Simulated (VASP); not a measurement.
Energy against volume of Na2S (antifluorite). Calculation: revTPSS meta-GGA, VASP's PBE PAW potentials (set 64) (plane waves; VASP). Run with 520 eV cut-off, 6×6×6 Γ-centred mesh, Gaussian smearing of 0.050 eV, potentials Na_pv S.

```json
[
 {"V (Å³/atom)": "22.106", "E (eV/atom)": "-4.73952"},
 {"V (Å³/atom)": "22.812", "E (eV/atom)": "-4.74626"},
 {"V (Å³/atom)": "23.517", "E (eV/atom)": "-4.74855"},
 {"V (Å³/atom)": "24.223", "E (eV/atom)": "-4.74710"}
]
```

Task: Fit these four points and predict the energy of the run at 24.928 Å³/atom.

Result: A cubic in V^(−2/3), the third-order Birch-Murnaghan form, passes through the four points with V0 = 23.58 Å³/atom and B0 = 28 GPa, and gives -4.7425 eV/atom there. The run gave -4.7424 eV/atom, +0.1 meV/atom from the fit; all five points give B0 = 28 GPa.

The compound is Na2S in the antifluorite structure. It was relaxed first.
